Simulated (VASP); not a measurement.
Output of a VASP run:

**OSZICAR**
```
       N       E                     dE             d eps       ncg     rms          rms(c)
DAV:   1     0.107842197176E+03    0.10784E+03   -0.95467E+03   870   0.904E+02
DAV:   2     0.829511964118E+00   -0.10701E+03   -0.10640E+03   600   0.317E+02
DAV:   3    -0.391869777188E+01   -0.47482E+01   -0.47091E+01   696   0.814E+01
DAV:   4    -0.399929430436E+01   -0.80597E-01   -0.80597E-01   690   0.111E+01
DAV:   5    -0.400138773737E+01   -0.20934E-02   -0.20934E-02   702   0.180E+00    0.749E-01
DAV:   6    -0.386411532368E+01    0.13727E+00   -0.33353E-01   600   0.229E+00    0.387E-01
DAV:   7    -0.382758092027E+01    0.36534E-01   -0.15139E-01   662   0.150E+00    0.182E-01
DAV:   8    -0.382297603463E+01    0.46049E-02   -0.20342E-02   648   0.569E-01    0.695E-02
DAV:   9    -0.382369442909E+01   -0.71839E-03   -0.31631E-03   600   0.218E-01    0.347E-02
DAV:  10    -0.382421231968E+01   -0.51789E-03   -0.27351E-03   612   0.154E-01    0.335E-02
DAV:  11    -0.382462702968E+01   -0.41471E-03   -0.87321E-04   612   0.101E-01    0.987E-03
DAV:  12    -0.382473352081E+01   -0.10649E-03   -0.24320E-04   438   0.637E-02    0.772E-03
DAV:  13    -0.382489302569E+01   -0.15950E-03   -0.64641E-05   432   0.329E-02    0.499E-03
DAV:  14    -0.382489258736E+01    0.43833E-06   -0.55233E-06   438   0.102E-02
   1 F= -.38248926E+01 E0= -.38246450E+01  d E =-.382489E+01
       N       E                     dE             d eps       ncg     rms          rms(c)
DAV:   1    -0.382501717956E+01   -0.12415E-03   -0.25173E-02   660   0.117E+00    0.656E-03
DAV:   2    -0.382505721211E+01   -0.40033E-04   -0.38624E-04   636   0.168E-01    0.133E-03
DAV:   3    -0.382506093473E+01   -0.37226E-05   -0.97998E-06   390   0.300E-02    0.126E-03
DAV:   4    -0.382506398241E+01   -0.30477E-05   -0.21473E-06   384   0.162E-02
   2 F= -.38250640E+01 E0= -.38248531E+01  d E =-.171395E-03
       N       E                     dE             d eps       ncg     rms          rms(c)
DAV:   1    -0.382509695274E+01   -0.36018E-04   -0.22598E-01   660   0.350E+00    0.159E-02
DAV:   2    -0.382543021319E+01   -0.33326E-03   -0.34339E-03   588   0.504E-01    0.428E-03
DAV:   3    -0.382544409569E+01   -0.13883E-04   -0.11003E-04   602   0.886E-02    0.550E-03
DAV:   4    -0.382544415635E+01   -0.60662E-07   -0.40973E-06   378   0.192E-02
   3 F= -.38254442E+01 E0= -.38253118E+01  d E =-.551569E-03
```

**OUTCAR**
```
------------------------ aborting loop because EDIFF is reached ----------------------------------------
  FORCE on cell =-STRESS in cart. coord.  units (eV):
  Direction    XX          YY          ZZ          XY          YZ          ZX
  --------------------------------------------------------------------------------------
  Total       -0.0916476     -0.3213717     -0.2874814     -0.3248789      0.0000000      0.0000000
  in kB       -0.5091620     -1.7854280     -1.5971457     -1.8049129      0.0000000      0.0000000
  external PRESSURE =      -1.2972452 kB  Pullay stress =       0.0000000 kB
  volume of cell :      288.39
      direct lattice vectors                 reciprocal lattice vectors
     3.607489527  0.000000000  0.000000000     0.277201082  0.098005389  0.000000000
    -1.202496509  3.401173521  0.000000000     0.000000000  0.294016166  0.000000000
     0.000000000  0.000000000 23.504010674     0.000000000  0.000000000  0.042545930
 POSITION                                       TOTAL-FORCE (eV/Angst)
 -----------------------------------------------------------------------------------
      1.20250      1.70059      8.81369         0.000000      0.000000      0.028248
      0.00000      0.00000     11.75201        -0.000000      0.000000      0.000000
      1.20250      1.70059     14.69032         0.000000     -0.000000     -0.028248
 -----------------------------------------------------------------------------------
    total drift:                                0.000000      0.000000      0.000000
  FREE ENERGIE OF THE ION-ELECTRON SYSTEM (eV)
  ---------------------------------------------------
  free  energy   TOTEN  =        -3.8254441564 eV

  energy  without entropy=       -3.8250471375  energy(sigma->0) =       -3.82531182

 reached required accuracy - stopping structural energy minimisation
```
(Selected blocks of OUTCAR.)

POSCAR:
```
Na(110) slab
1
    3.6074895270    -0.0000000000    -0.0000000000
   -1.2024965090     3.4011735213     0.0000000000
   -0.0000000000     0.0000000000    23.5040106738
Na
3
Direct
  0.5000000000   0.5000000000   0.3746810000
  0.0000000000   0.0000000000   0.5000000000
  0.5000000000   0.5000000000   0.6253190000
```

Reconstruct the remaining input files.

One answer among several that fit: the input of the run itself, PBEsol GGA, plane waves, VASP's PBE PAW potentials (set 64).

### KPOINTS
```
Automatic
0
Gamma
 8 8 1
0 0 0
```

### INCAR
```
ALGO  =  Normal
DIPOL  =  0.5 0.5 0.5
EDIFF  =  1E-5
EDIFFG  =  -0.03
ENCUT  =  400
GGA  =  PS
IBRION  =  2
IDIPOL  =  3
ISIF  =  2
ISMEAR  =  1
LASPH  =  .TRUE.
LCHARG  =  .FALSE.
LDIPOL  =  .TRUE.
LREAL  =  .FALSE.
LWAVE  =  .TRUE.
NELM  =  100
NELMIN  =  4
NSW  =  50
PREC  =  Normal
SIGMA  =  0.1
SYSTEM  =  Na(110) slab
```

POTCAR, in this order: Na_pv (PBE.64 set). Program: vasp_std.

The cell is a thin slab with vacuum, built from Na (bcc): (110) face.
